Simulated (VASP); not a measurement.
All values below come from PBEsol GGA, VASP's PBE PAW potentials (set 64) (plane waves; VASP).

VASP input:

INCAR:
```
SYSTEM = Sb
PREC = Accurate
ENCUT = 400
EDIFF = 1E-7
NELM = 100
ALGO = Normal
LREAL = .FALSE.
LASPH = .TRUE.
ISMEAR = -5
GGA = PS
LMAXMIX = 4
LWAVE = .FALSE.
LCHARG = .TRUE.
LORBIT = 11
NEDOS = 601
ISIF = 2
```

KPOINTS:
```
K-points
0
Gamma
 14 14 8
0 0 0
```

### POSCAR
```
Sb
1
    3.3102916345    -0.0000000141     0.0000000000
   -1.6551453419     2.8667969149     0.0000000000
    0.0000000000     0.0000000000     5.4831860778
Sb
2
Direct
  0.3333330000   0.6666670000   0.2500000000
  0.6666670000   0.3333330000   0.7500000000
```

POTCAR, in this order: Sb (PBE.64 set). Program: vasp_std.

### Question
What will the output report for the number of irreducible k-points (NKPTS), number of bands (NBANDS), largest plane-wave count, number of space-group operations, FFT grid (NGX, NGY, NGZ)?

### Answer

```yaml
number of irreducible k-points (NKPTS): 120
number of bands (NBANDS): 9
largest_plane_wave_count: 966
number_of_space_group_operations: 24
FFT grid (NGX, NGY, NGZ): 24 × 24 × 36
```

The structure was generated: Sb was put into the hcp type (P6_3/mmc), which need not be its known phase. It was relaxed first, which changed the volume by -5 %.
